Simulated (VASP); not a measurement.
# LaLuN2 (P6_3/mmc) in VASP: band structure with PBE

Aim: the band structure of LaLuN2 with PBE.

Program: VASP 6.6.1. These are calculated values, not measurements. Logs are shortened: lines on timing, memory, paths and dates and some standing lists are left out, and cuts for length are marked.

**1. The crystal as given**

It takes space group P6_3/mmc (No. 194, hexagonal). The conventional cell has a = 3.489 Å, b = 3.489 Å, c = 11.849 Å, α = 90.00°, β = 90.00°, γ = 120.00°. La (site symmetry -6m2) is surrounded by 6 N at 2.58 Å. Around Lu (site symmetry -3m) lie 6 N at 2.42 Å. N (site symmetry 3m) has 3 Lu at 2.42 Å and 3 La at 2.58 Å as nearest neighbours.

The cell was built by a generator and needn't be a form met in nature.

**2. Band structure, PBE**

The input, POSCAR:

```
LaLuN2
1.0
    3.4887320000      0.0000000000      0.0000000000
   -1.7443660000      3.0213300000      0.0000000000
    0.0000000000      0.0000000000     11.8492500000
La Lu N
2 2 4
Direct
    0.3333330000      0.6666670000      0.2500000000
    0.6666670000      0.3333330000      0.7500000000
    0.0000000000      0.0000000000      0.5000000000
    0.0000000000      0.0000000000      0.0000000000
    0.3333330000      0.6666670000      0.8865930000
    0.6666670000      0.3333330000      0.1134070000
    0.6666670000      0.3333330000      0.3865930000
    0.3333330000      0.6666670000      0.6134070000
```

The input, INCAR.step1:

```
  PREC = Accurate
  ENCUT = 520
  EDIFF = 1E-6
  ISMEAR = 0
  SIGMA = 0.1
  LREAL = F
  LASPH = T
  NELM = 80
  ALGO = Normal
  ISIF = 2
  LWAVE = F
  LCHARG = T
  LMAXMIX = 6
  GGA = PE
  NBANDS = 56
  KPAR = 2
```

The input, KPOINTS.step1:

```
regular mesh
0
Gamma
  10 10 4
```

The input, INCAR.step2:

```
  PREC = Accurate
  ENCUT = 520
  EDIFF = 1E-6
  ISMEAR = 0
  SIGMA = 0.05
  LREAL = F
  LASPH = T
  NELM = 80
  ALGO = Normal
  ISIF = 2
  LWAVE = F
  LCHARG = F
  LMAXMIX = 6
  GGA = PE
  NBANDS = 56
  KPAR = 2
  ICHARG = 11
```

The input, KPOINTS.step2:

```
path GMKGALHA,LM,KH
10
line-mode
reciprocal
 0.0000000000  0.0000000000  0.0000000000  G
 0.5000000000  0.0000000000  0.0000000000  M

 0.5000000000  0.0000000000  0.0000000000  M
 0.3333333333  0.3333333333  0.0000000000  K

 0.3333333333  0.3333333333  0.0000000000  K
 0.0000000000  0.0000000000  0.0000000000  G

 0.0000000000  0.0000000000  0.0000000000  G
 0.0000000000  0.0000000000  0.5000000000  A

 0.0000000000  0.0000000000  0.5000000000  A
 0.5000000000  0.0000000000  0.5000000000  L

 0.5000000000  0.0000000000  0.5000000000  L
 0.3333333333  0.3333333333  0.5000000000  H

 0.3333333333  0.3333333333  0.5000000000  H
 0.0000000000  0.0000000000  0.5000000000  A

 0.5000000000  0.0000000000  0.5000000000  L
 0.5000000000  0.0000000000  0.0000000000  M

 0.3333333333  0.3333333333  0.0000000000  K
 0.3333333333  0.3333333333  0.5000000000  H
```

Potentials or basis: VASP PAW PBE potentials, release 64 (La, Lu, N).

Command:

```bash
$ cat potpaw_PBE.64/La/POTCAR potpaw_PBE.64/Lu/POTCAR potpaw_PBE.64/N/POTCAR > POTCAR
$ cp INCAR.step1 INCAR
$ cp KPOINTS.step1 KPOINTS
$ mpirun -np 2 vasp_std > vasp.out
$ cp INCAR.step2 INCAR
$ cp KPOINTS.step2 KPOINTS
$ mpirun -np 2 vasp_std > vasp.out
```

OUTCAR:

```text
PREC = Accurate
   ENCUT = 520
   EDIFF = 1E-6
   ISMEAR = 0
   LREAL = F
   LASPH = T
   NELM = 80
   ISIF = 2
   GGA = PE
   ICHARG = 11

 ion  position               nearest neighbor table
   1  0.333  0.667  0.250-   6 2.58   7 2.58   6 2.58   7 2.58   6 2.58   7 2.58   3 3.58   4 3.58
                             3 3.58   4 3.58   3 3.58   4 3.58
   2  0.667  0.333  0.750-   5 2.58   8 2.58   5 2.58   8 2.58   5 2.58   8 2.58   3 3.58   4 3.58
                             3 3.58   4 3.58   3 3.58   4 3.58
   3  0.000  0.000  0.500-   7 2.42   8 2.42   8 2.42   7 2.42   7 2.42   8 2.42   1 3.58   2 3.58
                             1 3.58   2 3.58   1 3.58   2 3.58
   4  0.000  0.000  0.000-   5 2.42   6 2.42   5 2.42   6 2.42   6 2.42   5 2.42   1 3.58   2 3.58
                             1 3.58   2 3.58   1 3.58   2 3.58
   5  0.333  0.667  0.887-   4 2.42   4 2.42   4 2.42   2 2.58   2 2.58   2 2.58
   6  0.667  0.333  0.113-   4 2.42   4 2.42   4 2.42   1 2.58   1 2.58   1 2.58
   7  0.667  0.333  0.387-   3 2.42   3 2.42   3 2.42   1 2.58   1 2.58   1 2.58
   8  0.333  0.667  0.613-   3 2.42   3 2.42   3 2.42   2 2.58   2 2.58   2 2.58

  LATTYP: Found a hexagonal cell.
 ALAT       =     3.4887320000
 C/A-ratio  =     3.3964345785

  Lattice vectors:

 A1 = (   3.4887320000,   0.0000000000,   0.0000000000)
 A2 = (  -1.7443660000,   3.0213300000,   0.0000000000)
 A3 = (   0.0000000000,   0.0000000000,  11.8492500000)

Analysis of symmetry for initial positions (statically):
=====================================================================
 Subroutine PRICEL returns:
 Original cell was already a primitive cell.

 Routine SETGRP: Setting up the symmetry group for a
 hexagonal supercell.

 Subroutine GETGRP returns: Found 24 space group operations
 (whereof 12 operations were pure point group operations)
 out of a pool of 24 trial point group operations.

The static configuration has the point symmetry D_3d.
 The point group associated with its full space group is D_6h.

Analysis of symmetry for dynamics (positions and initial velocities):
=====================================================================
 Subroutine PRICEL returns:
 Original cell was already a primitive cell.

 Routine SETGRP: Setting up the symmetry group for a
 hexagonal supercell.

 Subroutine GETGRP returns: Found 24 space group operations
 (whereof 12 operations were pure point group operations)
 out of a pool of 24 trial point group operations.

The dynamic configuration has the point symmetry D_3d.
 The point group associated with its full space group is D_6h.

 Subroutine INISYM returns: Found 24 space group operations
 (whereof 12 operations are pure point group operations),
 and found     1 'primitive' translations

----------------------------------------------------------------------------------------

                                     Primitive cell

  volume of cell :     124.8983

  direct lattice vectors                    reciprocal lattice vectors
     3.488732000  0.000000000  0.000000000     0.286637093  0.165490033  0.000000000
    -1.744366000  3.021330000  0.000000000     0.000000000  0.330980065  0.000000000
     0.000000000  0.000000000 11.849250000     0.000000000  0.000000000  0.084393527

  length of vectors
     3.488732000  3.488731533 11.849250000     0.330980021  0.330980065  0.084393527

  position of ions in fractional coordinates (direct lattice)
     0.333333000  0.666667000  0.250000000
     0.666667000  0.333333000  0.750000000
     0.000000000  0.000000000  0.500000000
     0.000000000  0.000000000  0.000000000
     0.333333000  0.666667000  0.886593000
     0.666667000  0.333333000  0.113407000
     0.666667000  0.333333000  0.386593000
     0.333333000  0.666667000  0.613407000

  ion indices of the primitive-cell ions
   primitive index   ion index
                 1           1
                 2           2
                 3           3
                 4           4
                 5           5
                 6           6
                 7           7
                 8           8

----------------------------------------------------------------------------------------

 KPOINTS: path GMKGALHA,LM,KH

Interpolating k-points between supplied coordinates.

 Line segments in fractional coordinates (reciprocal lattice):
    0.000000  0.000000  0.000000  ...  0.500000  0.000000  0.000000
    0.500000  0.000000  0.000000  ...  0.333333  0.333333  0.000000
    0.333333  0.333333  0.000000  ...  0.000000  0.000000  0.000000
    0.000000  0.000000  0.000000  ...  0.000000  0.000000  0.500000
    0.000000  0.000000  0.500000  ...  0.500000  0.000000  0.500000
    0.500000  0.000000  0.500000  ...  0.333333  0.333333  0.500000
    0.333333  0.333333  0.500000  ...  0.000000  0.000000  0.500000
    0.500000  0.000000  0.500000  ...  0.500000  0.000000  0.000000
    0.333333  0.333333  0.000000  ...  0.333333  0.333333  0.500000

 Generated    10 points on each line segment, for a total of     90 k-points:

 Following reciprocal coordinates:
            Coordinates               Weight
  0.000000  0.000000  0.000000      0.011111
  0.055556  0.000000  0.000000      0.011111
  0.111111  0.000000  0.000000      0.011111
  0.166667  0.000000  0.000000      0.011111
  0.222222  0.000000  0.000000      0.011111
  0.277778  0.000000  0.000000      0.011111
[... 16 lines left out ...]
  0.259259  0.259259  0.000000      0.011111
  0.222222  0.222222  0.000000      0.011111
 [... further k-points ...]
   k-points           NKPTS =     90   k-points in BZ     NKDIM =     90   number of bands    NBANDS=     56
   number of dos      NEDOS =    301   number of ions     NIONS =      8
   total plane-waves  NPLWV =  70560
   dimension x,y,z NGX =    28 NGY =   28 NGZ =   90
   dimension x,y,z NGXF=    56 NGYF=   56 NGZF=  180
   ions per type =               2   2   4
   NGX,Y,Z   is equivalent  to a cutoff of  13.34, 13.34, 12.63 a.u.
   NGXF,Y,Z  is equivalent  to a cutoff of  26.69, 26.69, 25.25 a.u.
 SYSTEM =  unknown system
   PREC   = accura    normal or accurate (medium, high low for compatibility)
   ISTART =      0    job   : 0-new  1-cont  2-samecut
   ICHARG =     11    charge: 1-file 2-atom 10-const
   ISPIN  =      1    spin polarized calculation?
   LNONCOLLINEAR =      F non collinear calculations
   LSORBIT =      F    spin-orbit coupling
   LASPH  =      T    aspherical Exc in radial PAW
   ENCUT  =  520.0 eV  38.22 Ry    6.18 a.u.   6.49  6.49 22.03*2*pi/ulx,y,z
   NELM   =     80;   NELMIN=  2; NELMDL=  0     # of ELM steps
   EDIFF  = 0.1E-05   stopping-criterion for ELM
   LREAL  =      F    real-space projection
   EDIFFG = 0.1E-04   stopping-criterion for IOM
   NSW    =      0    number of steps for IOM
   IBRION =     -1    ionic relax: 0-MD 1-quasi-New 2-CG
   NFREE  =      0    steps in history (QN), initial steepest desc. (CG)
   ISIF   =      2    stress and relaxation
   ISYM   =      2    0-nonsym 1-usesym 2-fastsym
   POTIM  = 0.5000    time-step for ionic-motion
   TEBEG  =    0.0;   TEEND  =   0.0 temperature during run
   PSTRESS=    0.0 pullay stress
   NELECT =      92.0000    total number of electrons
   NUPDOWN=      -1.0000    fix difference up-down
   EMIN   =  10.00;   EMAX   =-10.00  energy-range for DOS
[... 5 lines left out ...]
     AMIX     =   0.40;   BMIX     =  1.00
     AMIX_MAG =   1.60;   BMIX_MAG =  1.00
  volume/ion in A,a.u.               =      15.61       105.36
  Fermi-wavevector in a.u.,A,eV,Ry     =   1.478491  2.793942 29.741443  2.185934
  Thomas-Fermi vector in A             =   2.592765
   LORBIT       =      0    0 simple, 1 ext, 2 COOP (PROOUT), +10 PAW based schemes
   GGA     = PE    functional components
[... 5 lines left out ...]
 non-spin polarized calculation
 Gauss-broadening in eV      SIGMA  =   0.05
  energy-cutoff  :      520.00
  volume of cell :      124.90
 maximum number of plane-waves:      3422
 NGX is ok and might be reduce to    28

 number of electron      91.9999982 magnetization

 Free energy of the ion-electron system (eV)
  ---------------------------------------------------
  ext. energy  EPLUGINS =         0.00000000
  ---------------------------------------------------
  free energy    TOTEN  =       -63.36746561 eV

  energy without entropy =      -63.36746561  energy(sigma->0) =      -63.36746561

 E-fermi :   6.6984     XC(G=0): -11.5747

 val. band max:        6.5153733207   @ k =   0.0000   0.0000   0.0000
 cond. band min:       6.8815621785   @ k =   0.5000   0.0000   0.0000
 fundamental gap:      0.3661888578
 Fermi energy:         6.6983810982

 k-point     1 :       0.0000    0.0000    0.0000
  band No.  band energies     occupation
      1     -48.1181      2.00000
      2     -48.1181      2.00000
      3     -24.9948      2.00000
      4     -24.9908      2.00000
      5     -18.9896      2.00000
      6     -18.9650      2.00000
[... 48 lines left out ...]
     55      10.2942      0.00000
     56      10.3425      0.00000

 k-point     2 :       0.0556    0.0000    0.0000
  band No.  band energies     occupation
      1     -48.1176      2.00000
      2     -48.1176      2.00000
      3     -24.9853      2.00000
      4     -24.9814      2.00000
      5     -18.9863      2.00000
      6     -18.9624      2.00000
[... 48 lines left out ...]
     55      10.2325      0.00000
     56      10.2619      0.00000

 k-point     3 :       0.1111    0.0000    0.0000
  band No.  band energies     occupation
      1     -48.1160      2.00000
      2     -48.1159      2.00000
      3     -24.9576      2.00000
      4     -24.9540      2.00000
      5     -18.9766      2.00000
      6     -18.9549      2.00000
[... 1172 lines left out ...]
 k-point    23 :       0.2593    0.2593    0.0000
  band No.  band energies     occupation
      1     -48.0988      2.00000
      2     -48.0988      2.00000
      3     -24.6516      2.00000
      4     -24.6515      2.00000
      5     -19.0034      2.00000
      6     -19.0000      2.00000
[... 48 lines left out ...]
     55      10.1927      0.00000
     56      10.3607      0.00000

 k-point    24 :       0.2222    0.2222    0.0000
  band No.  band energies     occupation
      1     -48.1013      2.00000
      2     -48.1013      2.00000
      3     -24.6966      2.00000
      4     -24.6963      2.00000
      5     -18.9856      2.00000
      6     -18.9818      2.00000
[... 48 lines left out ...]
     55      10.2463      0.00000
     56      10.3803      0.00000

 [... further k-points ...]
[... 5 lines left out ...]
  --------------------------------------------------------------------------------------
  -------------------------------------------------------------------------------------
  Total        4.1137500      4.1137485      2.5434905      0.0000000      0.0000000      0.0000000
  in kB       52.7705769     52.7705580     32.6275201      0.0000000      0.0000000      0.0000000
  external PRESSURE =      46.0562183 kB  Pullay stress =       0.0000000 kB

 VOLUME and BASIS-vectors are now :
 -----------------------------------------------------------------------------
  energy-cutoff  :      520.00
  volume of cell :      124.90
      direct lattice vectors                 reciprocal lattice vectors
     3.488732000  0.000000000  0.000000000     0.286637093  0.165490033  0.000000000
    -1.744366000  3.021330000  0.000000000     0.000000000  0.330980065  0.000000000
     0.000000000  0.000000000 11.849250000     0.000000000  0.000000000  0.084393527

 POSITION                                       TOTAL-FORCE (eV/Angst)
 -----------------------------------------------------------------------------------
     -0.00000      2.01422      2.96231        -0.000000     -0.000000      0.000000
      1.74437      1.00711      8.88694         0.000000      0.000000      0.000000
      0.00000      0.00000      5.92462        -0.000000      0.000000      0.000000
      0.00000      0.00000      0.00000        -0.000000      0.000000      0.000000
     -0.00000      2.01422     10.50546         0.000000     -0.000000     -0.353952
      1.74437      1.00711      1.34379         0.000000      0.000000      0.353952
      1.74437      1.00711      4.58084         0.000000      0.000000     -0.353952
     -0.00000      2.01422      7.26841         0.000000     -0.000000      0.353952
 -----------------------------------------------------------------------------------
    total drift:                               -0.007022      0.004054     -0.002433

  FREE ENERGIE OF THE ION-ELECTRON SYSTEM (eV)
  ---------------------------------------------------
  free  energy   TOTEN  =       -63.3674656109 eV

  energy  without entropy=      -63.3674656080  energy(sigma->0) =      -63.36746561
```

Run time: 29 min. Hardware: 2 MPI ranks of AMD EPYC 7R43 (Zen 3), shared host; peak memory 0.63 GiB.

Results:

| Quantity | Value |
| --- | --- |
| Band gap on the k mesh | 0.37 eV, indirect (least direct gap 0.85 eV) |
| Band gap along the path | 0.37 eV, indirect (least direct gap 0.85 eV) |

Levels at the corners of the path, in eV from the valence-band top:
```tsv
point	band 43	band 44	band 45	band 46	band 47	band 48	band 49	band 50
Γ	-0.96	-0.71	-0.71	0.00	1.50	1.85	2.26	3.01
M	-1.53	-1.52	-0.55	-0.48	0.37	1.79	2.31	3.28
M	-1.53	-1.52	-0.55	-0.48	0.37	1.79	2.31	3.28
K	-1.71	-1.37	-1.37	-0.84	2.14	2.44	2.88	2.88
K	-1.71	-1.37	-1.37	-0.84	2.14	2.44	2.88	2.88
Γ	-0.96	-0.71	-0.71	0.00	1.50	1.85	2.26	3.01
Γ	-0.96	-0.71	-0.71	0.00	1.50	1.85	2.26	3.01
A	-0.84	-0.84	-0.84	-0.84	1.71	1.71	2.61	2.61
A	-0.84	-0.84	-0.84	-0.84	1.71	1.71	2.61	2.61
L	-1.15	-1.15	-0.85	-0.85	0.98	0.98	2.89	2.89
L	-1.15	-1.15	-0.85	-0.85	0.98	0.98	2.89	2.89
H	-1.42	-1.42	-1.36	-1.36	2.27	2.27	2.94	2.94
H	-1.42	-1.42	-1.36	-1.36	2.27	2.27	2.94	2.94
A	-0.84	-0.84	-0.84	-0.84	1.71	1.71	2.61	2.61
L	-1.15	-1.15	-0.85	-0.85	0.98	0.98	2.89	2.89
M	-1.53	-1.52	-0.55	-0.48	0.37	1.79	2.31	3.28
K	-1.71	-1.37	-1.37	-0.84	2.14	2.44	2.88	2.88
H	-1.42	-1.42	-1.36	-1.36	2.27	2.27	2.94	2.94
```

Caveat: the log is that of the step along the path at fixed density, whose energy, stress, charges and moments have no meaning; spin-orbit coupling is left out, which moves the levels of the heavy elements. As with any semilocal functional, this PBE gap is likely too small.
